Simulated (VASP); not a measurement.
# YbB2 (P6/mmm) in VASP: reference runs, part 2 of 2

VASP 6.6.1. The steps go on from the part before.

## (6) Equation of state, PBE, collinear spin, ferromagnetic start, 11.15 Å³/atom (volume scaled by 0.98)

Contents of INCAR:

```
ALGO = Normal
EDIFF = 1E-7
ENCUT = 520
GGA = PE
ISIF = 2
ISMEAR = -1
ISPIN = 2
LASPH = T
LCHARG = F
LMAXMIX = 6
LORBIT = 11
LREAL = F
LWAVE = F
MAGMOM = 1 0 0
NBANDS = 26
NELM = 120
PREC = Accurate
SIGMA = 0.05
```

Contents of KPOINTS:

```
k-points
0
Gamma
  9 9 7
```

Contents of POSCAR:

```
YbB2
1.0
    3.2284852487      0.0000000000      0.0000000000
   -1.6142426244      2.7959502411      0.0000000000
    0.0000000000      0.0000000000      3.7064556212
Yb B
1 2
Direct
    0.0000000000      0.0000000000      0.0000000000
    0.6666666667      0.3333333333      0.5000000000
    0.3333333333      0.6666666667      0.5000000000
```

Potentials or basis: VASP PAW PBE potentials, release 64 (Yb, B).

The run is started by

```bash
cat potpaw_PBE.64/Yb/POTCAR potpaw_PBE.64/B/POTCAR > POTCAR
mpirun -np 1 vasp_std > vasp.out
```

OUTCAR:

```text
EDIFF = 1E-7
   ENCUT = 520
   GGA = PE
   ISIF = 2
   ISMEAR = -1
   ISPIN = 2
   LASPH = T
   LORBIT = 11
   LREAL = F
   NELM = 120
   PREC = Accurate

 Found     48 irreducible k-points:

 Following reciprocal coordinates:
            Coordinates               Weight
  0.000000  0.000000  0.000000      1.000000
  0.111111 -0.000000  0.000000      6.000000
  0.222222 -0.000000  0.000000      6.000000
  0.333333 -0.000000  0.000000      6.000000
  0.444444 -0.000000  0.000000      6.000000
  0.111111  0.111111  0.000000      6.000000
   k-points           NKPTS =     48   k-points in BZ     NKDIM =     48   number of bands    NBANDS=     26
   number of dos      NEDOS =    301   number of ions     NIONS =      3
   total plane-waves  NPLWV =  16128
   dimension x,y,z NGX =    24 NGY =   24 NGZ =   28
   dimension x,y,z NGXF=    48 NGYF=   48 NGZF=   56
   ions per type =               1   2
   NGX,Y,Z   is equivalent  to a cutoff of  12.36, 12.36, 12.56 a.u.
   NGXF,Y,Z  is equivalent  to a cutoff of  24.72, 24.72, 25.12 a.u.
 SYSTEM =  unknown system
   PREC   = accura    normal or accurate (medium, high low for compatibility)
   ISTART =      0    job   : 0-new  1-cont  2-samecut
   ICHARG =      2    charge: 1-file 2-atom 10-const
   ISPIN  =      2    spin polarized calculation?
   LNONCOLLINEAR =      F non collinear calculations
   LSORBIT =      F    spin-orbit coupling
   LASPH  =      T    aspherical Exc in radial PAW
   ENCUT  =  520.0 eV  38.22 Ry    6.18 a.u.   6.00  6.00  6.89*2*pi/ulx,y,z
   NELM   =    120;   NELMIN=  2; NELMDL= -5     # of ELM steps
   EDIFF  = 0.1E-06   stopping-criterion for ELM
   LREAL  =      F    real-space projection
   EDIFFG = 0.1E-05   stopping-criterion for IOM
   NSW    =      0    number of steps for IOM
   IBRION =     -1    ionic relax: 0-MD 1-quasi-New 2-CG
   NFREE  =      0    steps in history (QN), initial steepest desc. (CG)
   ISIF   =      2    stress and relaxation
   ISYM   =      2    0-nonsym 1-usesym 2-fastsym
   POTIM  = 0.5000    time-step for ionic-motion
   TEBEG  =    0.0;   TEEND  =   0.0 temperature during run
   PSTRESS=    0.0 pullay stress
   NELECT =      30.0000    total number of electrons
   NUPDOWN=      -1.0000    fix difference up-down
[... 31 lines left out ...]
  ext. energy  EPLUGINS =         0.00000000
  ---------------------------------------------------
  free energy    TOTEN  =       -18.09773902 eV

  energy without entropy =      -18.06737166  energy(sigma->0) =      -18.08255534

 E-fermi :   4.1980     XC(G=0): -12.4150

 val. band max:        4.1856909415   @ k =   0.1111   0.1111   0.0000
 cond. band min:       4.2200453944   @ k =   0.4444  -0.0000   0.1429
 fundamental gap:      0.0343544529
 Fermi energy:         4.1979990410

 spin component 1

 k-point     1 :       0.0000    0.0000    0.0000
  band No.  band energies     occupation
      1     -46.6194      1.00000
      2     -18.8315      1.00000
      3     -18.4366      1.00000
      4     -18.4366      1.00000
      5      -7.0014      1.00000
      6       2.7063      1.00000
[... 163 lines left out ...]
     25      16.3837      0.00000
     26      23.0445      0.00000

 [... further k-points ...]

 spin component 2

 k-point     1 :       0.0000    0.0000    0.0000
  band No.  band energies     occupation
      1     -46.6194      1.00000
      2     -18.8316      1.00000
      3     -18.4367      1.00000
      4     -18.4367      1.00000
      5      -7.0015      1.00000
      6       2.7063      1.00000
[... 163 lines left out ...]
     25      16.3836      0.00000
     26      23.0444      0.00000

 [... further k-points ...]
[... 5 lines left out ...]
  --------------------------------------------------------------------------------------
  -------------------------------------------------------------------------------------
  Total        0.6679314      0.6679314      2.4255481     -0.0000000     -0.0000000     -0.0000000
  in kB       31.9856652     31.9856652    116.1538021     -0.0000000     -0.0000000     -0.0000000
  external PRESSURE =      60.0417108 kB  Pullay stress =       0.0000000 kB

 VOLUME and BASIS-vectors are now :
 -----------------------------------------------------------------------------
  energy-cutoff  :      520.00
  volume of cell :       33.46
      direct lattice vectors                 reciprocal lattice vectors
     3.228485249  0.000000000  0.000000000     0.309742781  0.178830078  0.000000000
    -1.614242624  2.795950241  0.000000000     0.000000000  0.357660156  0.000000000
     0.000000000  0.000000000  3.706455621     0.000000000  0.000000000  0.269799534

 POSITION                                       TOTAL-FORCE (eV/Angst)
 -----------------------------------------------------------------------------------
      0.00000      0.00000      0.00000         0.000000      0.000000      0.000000
      1.61424      0.93198      1.85323         0.000000      0.000000      0.000000
     -0.00000      1.86397      1.85323        -0.000000      0.000000      0.000000
 -----------------------------------------------------------------------------------
    total drift:                               -0.000000      0.000000     -0.000000

  FREE ENERGIE OF THE ION-ELECTRON SYSTEM (eV)
  ---------------------------------------------------
  free  energy   TOTEN  =       -18.0977390191 eV

  energy  without entropy=      -18.0673716568  energy(sigma->0) =      -18.08255534

 total charge

# of ion       s       p       d       f       tot
--------------------------------------------------
    1        2.171   6.190   0.684  13.363  22.408
    2        0.673   1.174   0.000   0.000   1.848
    3        0.673   1.174   0.000   0.000   1.848
--------------------------------------------------
tot          3.518   8.539   0.684  13.363  26.103

 magnetization (x)

# of ion       s       p       d       f       tot
--------------------------------------------------
    1       -0.000   0.000   0.000  -0.000  -0.000
    2       -0.000  -0.000   0.000   0.000  -0.000
    3       -0.000  -0.000   0.000   0.000  -0.000
--------------------------------------------------
tot         -0.000  -0.000   0.000  -0.000  -0.000
```

OSZICAR:

```text
N       E                     dE             d eps       ncg     rms          rms(c)
DAV:   1     0.151321617071E+03    0.15132E+03   -0.10110E+04  7172   0.742E+03
DAV:   2    -0.696407839032E-01   -0.15139E+03   -0.13712E+03  6594   0.685E+02
DAV:   3    -0.189108859998E+02   -0.18841E+02   -0.17977E+02  6614   0.123E+02
[... 36 lines left out ...]
DAV:  40    -0.180977368220E+02   -0.15133E-05   -0.48246E-06  9228   0.513E-02    0.302E-02
DAV:  41    -0.180977379427E+02   -0.11206E-05   -0.41327E-06  6632   0.541E-02    0.227E-02
DAV:  42    -0.180977388764E+02   -0.93374E-06   -0.10331E-05  7452   0.852E-02    0.110E-02
DAV:  43    -0.180977390088E+02   -0.13243E-06   -0.18525E-06  6928   0.323E-02    0.416E-03
DAV:  44    -0.180977390191E+02   -0.10318E-07   -0.14694E-07  4368   0.702E-03
   1 F= -.18097739E+02 E0= -.18082555E+02  d E =-.303674E-01  mag=     0.0005
```

stdout:

```text
POSCAR found type information on POSCAR YbB
 POSCAR found :  2 types and       3 ions
 scaLAPACK will be used
 LDA part: xc-table for (Slater+PW92), standard interpolation
 POSCAR, INCAR and KPOINTS ok, starting setup
 FFT: planning ... GRIDC
 FFT: planning ... GRID_SOFT
 FFT: planning ... GRID
 WAVECAR not read
 entering main loop
```

Run time: 5.3 min. Hardware: 1 thread of Intel Xeon Platinum 8375C at 2.90GHz (Ice Lake), shared host; peak memory 0.22 GiB.

What came out:

| Item | Value |
| --- | --- |
| Free energy | -18.0977 eV |
| Pressure | 6.0 GPa |
| Band gap on the k mesh | none (metal or under the smearing width) |
| Net moment | 0.00 μB per cell |
| Valence electrons inside the program's atomic spheres | Yb 22.41; B 1.85 |

Caveat: spin-orbit coupling is left out, which moves the levels of the heavy elements; without U or exact exchange the open f shell lies at the Fermi level, which spoils levels, moments and volumes.

## (7) Equation of state, PBE, collinear spin, ferromagnetic start, 11.61 Å³/atom (volume scaled by 1.02)

Contents of INCAR:

```
PREC = Accurate
ENCUT = 520
EDIFF = 1E-7
ISMEAR = -1
SIGMA = 0.05
LREAL = False
LASPH = True
NELM = 150
ALGO = Normal
ISIF = 2
LWAVE = False
LCHARG = False
ISPIN = 2
MAGMOM = 1 0 0
LORBIT = 11
LMAXMIX = 6
GGA = PE
NBANDS = 26
```

Contents of KPOINTS:

```
regular mesh
0
Gamma
  9 9 7
```

Contents of POSCAR:

```
YbB2
1.0
    3.2718257929      0.0000000000      0.0000000000
   -1.6359128964      2.8334842534      0.0000000000
    0.0000000000      0.0000000000      3.7562126407
Yb B
1 2
Direct
    0.0000000000      0.0000000000      0.0000000000
    0.6666666667      0.3333333333      0.5000000000
    0.3333333333      0.6666666667      0.5000000000
```

The run is started by

```bash
cat potpaw_PBE.64/Yb/POTCAR potpaw_PBE.64/B/POTCAR > POTCAR
mpirun -np 1 vasp_std > vasp.out
```

Run time: 6.2 min. Hardware: 1 thread of Intel Xeon Platinum 8375C at 2.90GHz (Ice Lake), shared host; peak memory 0.22 GiB.

It converged, with:

```
Free energy                                           : -18.1218 eV
Pressure                                              : -0.4 GPa
Band gap on the k mesh                                : none (metal or under the smearing width)
Net moment                                            : 0.00 μB per cell
Valence electrons inside the program's atomic spheres : Yb 22.34; B 1.81
```

Caveat: spin-orbit coupling is left out, which moves the levels of the heavy elements; without U or exact exchange the open f shell lies at the Fermi level, which spoils levels, moments and volumes.

## (8) Equation of state, PBE, collinear spin, ferromagnetic start, 11.84 Å³/atom (volume scaled by 1.04)

Contents of INCAR:

```
SYSTEM = YbB2
PREC = Accurate
ENCUT = 520
EDIFF = 1E-7
ISMEAR = -1
SIGMA = 0.05
LREAL = .False.
LASPH = .True.
NELM = 150
ALGO = Normal
ISIF = 2
LWAVE = .False.
LCHARG = .False.
ISPIN = 2
MAGMOM = 1 0 0
LORBIT = 11
LMAXMIX = 6
GGA = PE
NBANDS = 26
```

Contents of KPOINTS:

```
regular mesh
0
Gamma
  9 9 7
  0 0 0
```

Contents of POSCAR:

```
YbB2
1.0
    3.2930720102      0.0000000000      0.0000000000
   -1.6465360051      2.8518840173      0.0000000000
    0.0000000000      0.0000000000      3.7806043154
Yb B
1 2
Direct
    0.0000000000      0.0000000000      0.0000000000
    0.6666666667      0.3333333333      0.5000000000
    0.3333333333      0.6666666667      0.5000000000
```

The run is started by

```bash
cat potpaw_PBE.64/Yb/POTCAR potpaw_PBE.64/B/POTCAR > POTCAR
mpirun -np 1 vasp_std > vasp.out
```

It took 8.6 min on 1 thread of Intel Xeon Platinum 8375C at 2.90GHz (Ice Lake), shared host; peak memory 0.22 GiB.

The run converged. Its results:

- Free energy: -18.1148 eV
- Pressure: -3.0 GPa
- Band gap on the k mesh: none (metal or under the smearing width)
- Net moment: 0.00 μB per cell
- Valence electrons inside the program's atomic spheres: Yb 22.31; B 1.79

Caveat: spin-orbit coupling is left out, which moves the levels of the heavy elements; without U or exact exchange the open f shell lies at the Fermi level, which spoils levels, moments and volumes.

## (9) Equation of state, PBE, collinear spin, ferromagnetic start, 12.06 Å³/atom (volume scaled by 1.06)

Contents of INCAR:

```
SYSTEM = YbB2
PREC = Accurate
ENCUT = 520
EDIFF = 1E-7
ISMEAR = -1
SIGMA = 0.05
LREAL = .FALSE.
LASPH = .TRUE.
NELM = 100
ALGO = Normal
ISIF = 2
LWAVE = .FALSE.
LCHARG = .FALSE.
ISPIN = 2
MAGMOM = 1 0 0
LORBIT = 11
LMAXMIX = 6
GGA = PE
NBANDS = 26
```

Contents of KPOINTS:

```
regular mesh
0
G
  9 9 7
  0 0 0
```

Contents of POSCAR:

```
YbB2
1.0
    3.3140475567      0.0000000000      0.0000000000
   -1.6570237784      2.8700493734      0.0000000000
    0.0000000000      0.0000000000      3.8046852469
Yb B
1 2
Direct
    0.0000000000      0.0000000000      0.0000000000
    0.6666666667      0.3333333333      0.5000000000
    0.3333333333      0.6666666667      0.5000000000
```

Potentials or basis: VASP PAW PBE potentials, release 64 (Yb, B).

The run is started by

```bash
cat potpaw_PBE.64/Yb/POTCAR potpaw_PBE.64/B/POTCAR > POTCAR
mpirun -np 1 vasp_std > vasp.out
```

Wall time 11 min (1 thread of Intel Xeon Platinum 8375C at 2.90GHz (Ice Lake), shared host); peak memory 0.24 GiB.

Results (log left out):

```yaml
Free_energy: -18.0966 eV
Pressure: -5.6 GPa
Band_gap_on_the_k_mesh: none (metal or under the smearing width)
Net_moment: -0.05 μB per cell
Site_moments: Yb -0.05; B -0.00 μB
Valence_electrons_inside_the_program's_atomic_spheres: Yb 22.29; B 1.77
```

Caveat: spin-orbit coupling is left out, which moves the levels of the heavy elements; without U or exact exchange the open f shell lies at the Fermi level, which spoils levels, moments and volumes.

## (10) Equation of state, PBE, collinear spin, ferromagnetic start

Potentials or basis: VASP PAW PBE potentials, release 64 (Yb, B).

No new run: the results of the series are fitted here.

What came out:

```yaml
Equilibrium_volume: 11.59 Å³/atom
Bulk_modulus_at_fixed_shape_and_positions: 148 GPa
Pressure_derivative_of_the_bulk_modulus: 3.5
```

Energy against volume, from the lowest point:
```tsv
volume (Å³/atom)	energy (meV/atom)
10.697	35.65
10.925	19.16
11.152	8.01
11.380	1.77
11.608	0.00
11.835	2.32
12.063	8.39
```

Caveat: the cell was scaled at fixed shape and fractional positions, which overstates the stiffness of a crystal with free parameters, most of all of layers and chains; spin-orbit coupling is left out, which moves the levels of the heavy elements; without U or exact exchange the open f shell lies at the Fermi level, which spoils levels, moments and volumes. The state reached can hang on the start; a lower one may exist.

## (11) Overview

| task | cell | gap on the mesh (eV) | pressure (GPa) | moment (μB) |
| --- | --- | --- | --- | --- |
| single point | atoms moved at random, drawn with an rms of 0.05 Å | none | 3.3 | 0.00 |
| single point | as given | none | 2.7 | 0.00 |
| equation of state | as given | - | - | - |

Alike in all rows: level PBE; potentials or basis VASP PAW PBE potentials, release 64 (Yb, B); spin collinear, ferromagnetic start; k mesh 9 × 9 × 7; cutoff (eV) 520; smearing fermi-dirac 0.05 eV.

Caveats: spin-orbit coupling is left out, which moves the levels of the heavy elements; without U or exact exchange the open f shell lies at the Fermi level, which spoils levels, moments and volumes; the cell was scaled at fixed shape and fractional positions, which overstates the stiffness of a crystal with free parameters, most of all of layers and chains (some runs).

Total energies depend on the potentials used, so only differences within one code and one set of settings carry meaning.
